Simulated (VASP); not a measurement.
Given:

```xyz
1
Lattice="0.0000 1.9468 1.9468 1.9468 0.0000 1.9468 1.9468 1.9468 0.0000" Properties=species:S:1:pos:R:3 pbc="T T T"
Ir     0.0000     1.9468     1.9468
```

Method: LDA (Ceperley-Alder, Perdew-Zunger), VASP's LDA PAW potentials (set 64) (plane waves; VASP). Settings: 520 eV cut-off, 16×16×16 Γ-centred mesh, first-order Methfessel-Paxton smearing of 0.10 eV, potentials Ir.

Q: The job: Ir (fcc), 1 atom, LDA, static run, 520 eV, 16×16×16 Γ-centred mesh. Roughly how much core time does it take on a busy server core?

A: About 30 core-seconds (one run on a shared machine, a rough figure). It had 145 irreducible k-points, 8 bands, up to 415 plane waves and 11 electronic steps.

The compound is Ir in the fcc structure. This cell is one point of a volume scan, at 1.06 of the reference volume.
